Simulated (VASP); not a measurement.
OSZICAR of a VASP run on MoS₂ (2H layered):

File OSZICAR:
```
       N       E                     dE             d eps       ncg     rms          rms(c)
DAV:   1     0.466197460018E+03    0.46620E+03   -0.29171E+04  1120   0.153E+03
DAV:   2    -0.152866659099E+02   -0.48148E+03   -0.47046E+03  1215   0.382E+02
DAV:   3    -0.434815435044E+02   -0.28195E+02   -0.27993E+02  1274   0.811E+01
DAV:   4    -0.443154164534E+02   -0.83387E+00   -0.83176E+00  1274   0.137E+01
DAV:   5    -0.443409179136E+02   -0.25501E-01   -0.25492E-01  1309   0.234E+00    0.324E+01
DAV:   6    -0.421314096667E+02    0.22095E+01   -0.25353E+01  1101   0.260E+01    0.137E+01
DAV:   7    -0.416469822559E+02    0.48443E+00   -0.10280E+01  1133   0.163E+01    0.806E+00
DAV:   8    -0.413215411287E+02    0.32544E+00   -0.16212E+00  1337   0.705E+00    0.253E+00
DAV:   9    -0.413300577176E+02   -0.85166E-02   -0.13744E-01  1318   0.178E+00    0.126E+00
DAV:  10    -0.413194125317E+02    0.10645E-01   -0.67049E-02  1238   0.141E+00    0.349E-01
DAV:  11    -0.413183003071E+02    0.11122E-02   -0.36876E-03  1237   0.343E-01    0.154E-01
DAV:  12    -0.413176655642E+02    0.63474E-03   -0.15721E-03  1270   0.204E-01    0.305E-02
DAV:  13    -0.413174764642E+02    0.18910E-03   -0.42307E-04  1249   0.977E-02    0.372E-02
DAV:  14    -0.413174484479E+02    0.28016E-04   -0.54628E-05  1253   0.421E-02    0.379E-03
DAV:  15    -0.413174461215E+02    0.23264E-05   -0.53360E-06  1114   0.989E-03    0.456E-03
DAV:  16    -0.413174456837E+02    0.43774E-06   -0.14437E-06   878   0.678E-03
   1 F= -.41317446E+02 E0= -.41317446E+02  d E =-.413174E+02
```

Problem. Which electronic solver shows in the log?

Solution. It is blocked Davidson (ALGO = Normal, or the opening steps of other solvers). The INCAR had ALGO = Normal.

Problem. Can the final energy be trusted as converged?

Solution. The calculation finished and met its thresholds. It stopped with EDIFF = 1E-6, NELM = 100, NSW = 60 and EDIFFG = -0.02 after 1 ionic step (RPBE GGA, plane waves, VASP's PBE PAW potentials (set 64)). Without a dispersion term in the relaxation, distances and binding between the weakly bound layers, chains or molecules are unreliable, and so is what depends on them.

The compound is MoS2 in the 2H layered structure. It was relaxed first, which changed the volume by +35 %. The start is the result of an earlier pass.
